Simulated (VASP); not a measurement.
VASP runs on Na (bcc) share one base input (PBE GGA, plane waves, VASP's PBE PAW potentials (set 64)) and change the settings named in each case.

KPOINTS:
```
Automatic mesh
0
G
 11 11 11
```

File POSCAR:
```
Na
3.6892680
 -0.5773503036   0.5773503036   0.5773503036
  0.5773503036  -0.5773503036   0.5773503036
  0.5773503036   0.5773503036  -0.5773503036
Na
1
direct
  0.0000000000   0.0000000000   0.0000000000
```

### INCAR
```
SYSTEM = Na
PREC = Accurate; ENCUT = 400; LREAL = .False.
LASPH = .True.
EDIFF = 1E-6; NELM = 100; ALGO = Normal
ISMEAR = 1; SIGMA = 0.1
GGA = PE
ISIF = 2
LWAVE = .False.; LCHARG = .False.
```

POTCAR, in this order: Na_pv (PBE.64 set). Program: vasp_std.

| change | E(σ→0) (eV/atom) | pressure (GPa) | plane waves |
|---|---|---|---|
| base run | -1.3119 | -0.51 | 718 |
| PREC = Low | ? | ? | 718 |
| PREC = Normal | -1.3121 | -0.53 | 718 |
| PREC = Single | -1.3138 | -0.41 | 718 |
| ADDGRID = .TRUE. | -1.3119 | -0.51 | 718 |
| LASPH = .FALSE. | -1.3119 | -0.51 | 718 |
| LREAL = Auto | -1.3120 | -0.51 | 718 |

### Question
Complete the blanks.

### Answer

- PREC = Low, E(σ→0) (eV/atom): -1.3261
- PREC = Low, pressure (GPa): -0.01

Left out are runs that ran out of time, are held back, or changed the cell or the kind of run, fixed moments of cells without a moment, rows past the twelfth, gaps on odd meshes, pressures of charged cells and columns that move by less than the noise.

The compound is Na in the bcc structure. The cell was not relaxed at this level.
